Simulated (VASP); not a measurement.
```
CELL_PARAMETERS angstrom
      4.13454     0.00000     0.00000
      0.00000     4.13454     0.00000
      0.00000     0.00000     4.13454
ATOMIC_POSITIONS crystal
  Ba 0.00000 0.00000 0.00000
  Zr 0.50000 0.50000 0.50000
  O  0.50000 0.00000 0.50000
  O  0.00000 0.50000 0.50000
  O  0.50000 0.50000 0.00000
```

All values below come from TPSS meta-GGA, VASP's PBE PAW potentials (set 64) (plane waves; VASP). Settings: 520 eV cut-off, 5×5×5 Γ-centred mesh, Gaussian smearing of 0.050 eV, potentials Ba_sv Zr_sv O.

### Question
Give the stress tensor in GPa (positive for a compressed cell).

### Answer

```
11.15   0.00   0.00
 0.00  11.15   0.00
 0.00   0.00  11.15
```
The pressure is its mean diagonal, 11.15 GPa.

The compound is BaZrO3 in the cubic perovskite structure. This cell is one point of a volume scan, at 0.94 of the reference volume.
